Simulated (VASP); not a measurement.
VASP input:

POSCAR:
```
TlBr
1.0
  3.9104677491   0.0000000000   0.0000000000
  0.0000000000   3.9104677491   0.0000000000
  0.0000000000   0.0000000000   3.9104677491
Tl Br
1 1
Cart
  0.0000000000   0.0000000000   0.0000000000
  1.9552338745   1.9552338745   1.9552338745
```

File KPOINTS:
```
Automatic mesh
0
Gamma
7 7 7
0 0 0
```

INCAR:
```
SYSTEM = TlBr
PREC = Accurate; ENCUT = 500; LREAL = F
LASPH = T
EDIFF = 1E-6; NELM = 100; ALGO = Normal
LMAXMIX = 4
ISMEAR = 0; SIGMA = 0.05
GGA = PS
IBRION = 2; NSW = 40; ISIF = 3
EDIFFG = -0.02
LWAVE = F; LCHARG = F
```

POTCAR, in this order: Tl_d Br (PBE.64 set). Program: vasp_std.

Write an equivalent input for Ansatz.

One equivalent input (not run):
Ansatz 0.2 input:
```yaml
crystal:
  lattice:
    - [3.9104677, 0.0000000, 0.0000000]
    - [0.0000000, 3.9104677, 0.0000000]
    - [0.0000000, 0.0000000, 3.9104677]
  atoms:
    - { symbol: Tl, position: [0.0000000, 0.0000000, 0.0000000] }
    - { symbol: Br, position: [0.5000000, 0.5000000, 0.5000000] }
kpoints:
  mp_grid: { grid: [7, 7, 7] }
hamiltonian:
  xc: pbesol
  pseudopotentials: { kind: paw }
scf:
  occupations: { method: gaussian, width: 0.05 }
  max_iter: 100
relax:
  max_steps: 40
  f_tol: 0.02
  cell: {}
output: { forces: true, stress: true, eigenvalues: true }
```
Limits of the translation: each code has its own PAW files, so the cut-off isn't converted (ENCUT is set for VASP's; basis.ecutwfc is left out, and Ansatz then takes the one that its files recommend); Ansatz stops its SCF on the density residual and VASP on the energy change (EDIFF).

The compound is TlBr in the CsCl type structure. It was relaxed first, which changed the volume by -6 %.
